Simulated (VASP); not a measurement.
Consider the following.

```
CELL_PARAMETERS angstrom
      0.00000     3.04994     3.04994
      3.04994     0.00000     3.04994
      3.04994     3.04994     0.00000
ATOMIC_POSITIONS crystal
  Pb 0.00000 0.00000 0.00000
  Se 0.50000 0.50000 0.50000
```

Level of theory: PBEsol GGA, VASP's PBE PAW potentials (set 64) (plane waves; VASP 6.6.1). Settings: 480 eV cut-off, 8×8×8 Γ-centred mesh, Gaussian smearing of 0.050 eV, potentials Pb_d Se.

Unless said otherwise, spin-orbit coupling is left out, though it shifts the bands of the heavy elements here.

Task: Estimate the energy per atom (σ→0), band gap (on the k-mesh) with the smallest direct gap where there is one.

Result: 
- band gap (on the k-mesh): 0.17 eV
- smallest direct gap (on the k-mesh): 0.17 eV
- energy per atom (σ→0): -4.459 eV/atom

The absolute energy has meaning only against runs of the same code, potentials and settings.

The compound is PbSe in the rock salt structure. It was relaxed first.
